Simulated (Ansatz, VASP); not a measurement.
# Cross-check of GaN between VASP and Ansatz, part 2 of 3

Wanted: the spread between two codes on one cell, functional and k mesh. The cell is taken from a series of runs on this material, whose earlier steps may have relaxed, scaled, displaced or heated it; both programs get it as it stands.

VASP 6.6.1 and Ansatz 0.2.0.

So far: Starting point; VASP: zone-centre phonons, LDA.

### Step 2. VASP: zone-centre phonons, LDA (continued)

Level of this step: LDA; plane waves and PAW (N, Ga_d) (VASP).

OUTCAR, selected parts (step 2):

```text
ion  position               nearest neighbor table
   1  0.333  0.667  0.376-   4 1.89   4 1.89   4 1.89   3 1.89
   2  0.667  0.333  0.876-   3 1.89   3 1.89   3 1.89   4 1.89
   3  0.333  0.667  0.999-   2 1.89   2 1.89   2 1.89   1 1.89
   4  0.667  0.333  0.499-   1 1.89   1 1.89   1 1.89   2 1.89

  LATTYP: Found a hexagonal cell.
 ALAT       =     3.0868170851
 C/A-ratio  =     1.6311382361

 Subroutine GETGRP returns: Found 12 space group operations
 (whereof  6 operations were pure point group operations)

The static configuration has the point symmetry C_3v.
 The point group associated with its full space group is C_6v.

 Found    135 irreducible k-points:

   k-points           NKPTS =    135   k-points in BZ     NKDIM =    135   number of bands    NBANDS=     24

   dimension x,y,z NGX =    28 NGY =   28 NGZ =   40
   dimension x,y,z NGXF=    56 NGYF=   56 NGZF=   80

   ENCUT  =  600.0 eV  44.10 Ry    6.64 a.u.   6.17  6.17 10.06*2*pi/ulx,y,z

   NELECT =      36.0000    total number of electrons

 k-points in reciprocal lattice and weights: Automatic mesh
   0.00000000  0.00000000  0.00000000       0.001
   0.06666667  0.00000000  0.00000000       0.003
   0.13333333  0.00000000  0.00000000       0.003
   0.20000000  0.00000000  0.00000000       0.003
   0.26666667  0.00000000  0.00000000       0.003
   0.33333333  0.00000000  0.00000000       0.003
   0.40000000  0.00000000  0.00000000       0.003
   0.46666667 -0.00000000  0.00000000       0.003
   0.06666667  0.06666667  0.00000000       0.003
[...]
-1.543408542  2.673262012  0.000000000     0.000000000  0.374074818  0.000000000
     0.000000000  0.000000000  5.035025375     0.000000000  0.000000000  0.198608731

 POSITION                                       TOTAL-FORCE (eV/Angst)
 -----------------------------------------------------------------------------------
     -0.00000      1.78217      1.89090        -0.000000      0.000000     -0.001411
      1.54341      0.89109      4.40841         0.000000      0.000000     -0.001411
     -0.00000      1.78217      5.03226         0.000000      0.000000      0.001411
      1.54341      0.89109      2.51475         0.000000     -0.000000      0.001411
 -----------------------------------------------------------------------------------
    total drift:                                0.000000      0.000000     -0.000060

 MACROSCOPIC STATIC DIELECTRIC TENSOR (including local field effects in DFT)
 ------------------------------------------------------
           5.306209     0.000000     0.000000
           0.000000     5.306209     0.000000
           0.000000     0.000000     5.472456
 ------------------------------------------------------

 PIEZOELECTRIC TENSOR (including local field effects)  for field in x, y, z        (C/m^2)
          XX          YY          ZZ          XY          YZ          ZX
  --------------------------------------------------------------------------------
  x     0.00000     0.00000    -0.00000    -0.00000     0.00000     0.55394
  y    -0.00000    -0.00000     0.00000     0.00000     0.55394     0.00000
  z     0.48604     0.48604    -0.99262     0.00000     0.00000     0.00000

 BORN EFFECTIVE CHARGES (including local field effects) (in |e|, cummulative output)
 ---------------------------------------------------------------------------------
 ion    1
    1    -2.55017    -0.00000     0.00000
    2    -0.00000    -2.55017     0.00000
    3     0.00000     0.00000    -2.68108
 ion    2
    1    -2.55017    -0.00000    -0.00000
    2    -0.00000    -2.55017     0.00000
    3    -0.00000    -0.00000    -2.68108
 ion    3
    1     2.55017     0.00000     0.00000
    2     0.00000     2.55017     0.00000
    3    -0.00000    -0.00000     2.68108
 ion    4
    1     2.55017     0.00000     0.00000
    2     0.00000     2.55017     0.00000
    3     0.00000     0.00000     2.68108

 Eigenvectors and eigenvalues of the dynamical matrix
 ----------------------------------------------------

   1 f  =   22.826465 THz   143.422907 2PiTHz  761.408902 cm-1    94.402630 meV
             X         Y         Z           dx          dy          dz
     -0.000000  1.782175  1.890898    -0.000000    0.000000   -0.704068
      1.543409  0.891087  4.408411     0.000000   -0.000000    0.704068
     -0.000000  1.782175  5.032262     0.000000    0.000000    0.065489
      1.543409  0.891087  2.514749     0.000000   -0.000000   -0.065489

   2 f  =   18.960422 THz   119.131844 2PiTHz  632.451597 cm-1    78.413969 meV
             X         Y         Z           dx          dy          dz
     -0.000000  1.782175  1.890898     0.578774    0.314458    0.000000
      1.543409  0.891087  4.408411    -0.578774   -0.314458    0.000000
     -0.000000  1.782175  5.032262     0.225971    0.122774   -0.000000
      1.543409  0.891087  2.514749    -0.225971   -0.122774    0.000000

   3 f  =   18.960422 THz   119.131844 2PiTHz  632.451597 cm-1    78.413969 meV
             X         Y         Z           dx          dy          dz
     -0.000000  1.782175  1.890898    -0.314458    0.578774   -0.000000
      1.543409  0.891087  4.408411     0.314458   -0.578774   -0.000000
     -0.000000  1.782175  5.032262    -0.122774    0.225971    0.000000
      1.543409  0.891087  2.514749     0.122774   -0.225971    0.000000

   4 f  =   18.544000 THz   116.515386 2PiTHz  618.561246 cm-1    76.691786 meV
             X         Y         Z           dx          dy          dz
     -0.000000  1.782175  1.890898     0.567026    0.308070    0.000000
      1.543409  0.891087  4.408411     0.567026    0.308070    0.000000
     -0.000000  1.782175  5.032262    -0.254021   -0.138012   -0.000000
      1.543409  0.891087  2.514749    -0.254021   -0.138012   -0.000000

   5 f  =   18.544000 THz   116.515386 2PiTHz  618.561246 cm-1    76.691786 meV
             X         Y         Z           dx          dy          dz
     -0.000000  1.782175  1.890898    -0.308070    0.567026   -0.000000
      1.543409  0.891087  4.408411    -0.308070    0.567026   -0.000000
     -0.000000  1.782175  5.032262     0.138012   -0.254021    0.000000
      1.543409  0.891087  2.514749     0.138012   -0.254021    0.000000

   6 f  =   17.935321 THz   112.690946 2PiTHz  598.257914 cm-1    74.174495 meV
             X         Y         Z           dx          dy          dz
     -0.000000  1.782175  1.890898     0.000000   -0.000000   -0.645236
      1.543409  0.891087  4.408411     0.000000   -0.000000   -0.645236
     -0.000000  1.782175  5.032262    -0.000000    0.000000    0.289259
      1.543409  0.891087  2.514749    -0.000000    0.000000    0.289259

   7 f  =   10.803669 THz    67.881455 2PiTHz  360.371613 cm-1    44.680365 meV
             X         Y         Z           dx          dy          dz
     -0.000000  1.782175  1.890898     0.000000   -0.000000    0.065489
      1.543409  0.891087  4.408411    -0.000000    0.000000   -0.065489
     -0.000000  1.782175  5.032262    -0.000000   -0.000000    0.704068
      1.543409  0.891087  2.514749     0.000000   -0.000000   -0.704068

   8 f  =    4.013769 THz    25.219253 2PiTHz  133.884915 cm-1    16.599606 meV
             X         Y         Z           dx          dy          dz
     -0.000000  1.782175  1.890898     0.225955    0.122804    0.000000
      1.543409  0.891087  4.408411    -0.225955   -0.122804    0.000000
     -0.000000  1.782175  5.032262    -0.578733   -0.314535    0.000000
      1.543409  0.891087  2.514749     0.578733    0.314535    0.000000

   9 f  =    4.013769 THz    25.219253 2PiTHz  133.884915 cm-1    16.599606 meV
             X         Y         Z           dx          dy          dz
     -0.000000  1.782175  1.890898    -0.122804    0.225955   -0.000000
      1.543409  0.891087  4.408411     0.122804   -0.225955   -0.000000
     -0.000000  1.782175  5.032262     0.314535   -0.578733   -0.000000
      1.543409  0.891087  2.514749    -0.314535    0.578733   -0.000000

  10 f/i=    0.001980 THz     0.012439 2PiTHz    0.066034 cm-1     0.008187 meV
             X         Y         Z           dx          dy          dz
     -0.000000  1.782175  1.890898     0.180467    0.225845    0.000000
      1.543409  0.891087  4.408411     0.180467    0.225845    0.000000
     -0.000000  1.782175  5.032262     0.402838    0.504131    0.000000
      1.543409  0.891087  2.514749     0.402838    0.504131    0.000000

  11 f/i=    0.001980 THz     0.012439 2PiTHz    0.066034 cm-1     0.008187 meV
             X         Y         Z           dx          dy          dz
     -0.000000  1.782175  1.890898     0.225845   -0.180467    0.000000
      1.543409  0.891087  4.408411     0.225845   -0.180467    0.000000
     -0.000000  1.782175  5.032262     0.504131   -0.402838    0.000000
      1.543409  0.891087  2.514749     0.504131   -0.402838    0.000000

  12 f/i=    0.002726 THz     0.017131 2PiTHz    0.090946 cm-1     0.011276 meV
             X         Y         Z           dx          dy          dz
     -0.000000  1.782175  1.890898     0.000000   -0.000000   -0.289259
      1.543409  0.891087  4.408411     0.000000   -0.000000   -0.289259
     -0.000000  1.782175  5.032262     0.000000   -0.000000   -0.645236
      1.543409  0.891087  2.514749     0.000000   -0.000000   -0.645236

 MACROSCOPIC STATIC DIELECTRIC TENSOR IONIC CONTRIBUTION
 ------------------------------------------------------
           3.453599     0.000000     0.000000
           0.000000     3.453599    -0.000000
           0.000000    -0.000000     4.078881
 ------------------------------------------------------

 ELASTIC MODULI CONTR FROM IONIC RELAXATION (kBar)
 Direction    XX          YY          ZZ          XY          YZ          ZX
 --------------------------------------------------------------------------------
 XX       -1131.0651    457.9826    641.0489     -0.0000     -0.0000      0.0000
 YY         457.9826  -1131.0651    641.0489     -0.0000      0.0000     -0.0000
 ZZ         641.0489    641.0489  -1221.0795      0.0000     -0.0000      0.0000
 XY          -0.0000     -0.0000      0.0000   -794.5239      0.0000     -0.0000
 YZ          -0.0000      0.0000     -0.0000      0.0000   -295.7125     -0.0000
 ZX          -0.0000      0.0000      0.0000      0.0000     -0.0000   -316.5754
 --------------------------------------------------------------------------------

 PIEZOELECTRIC TENSOR IONIC CONTR  for field in x, y, z        (C/m^2)
          XX          YY          ZZ          XY          YZ          ZX
  --------------------------------------------------------------------------------
  x    -0.00000     0.00000     0.00000     0.00000    -0.00000    -0.98389
  y    -0.00000     0.00000    -0.00000     0.00000    -0.95092    -0.00000
  z    -1.10246    -1.10246     2.09998    -0.00000     0.00000    -0.00000
```

(Part 2 of 3 ends here.)

[Lines on the potential files, build, host, timing and source positions are cut from VASP's logs without a mark.]

[Logs are printed without paths, hosts, clocks, repeated set-up lines and the standing remarks that a program may print on its own settings, such as how far it seeks lower states.]

[Hosts, paths, dates, database ids (printed as entryN), source tags and the programs' standing remarks are cut or masked in the printed files.]
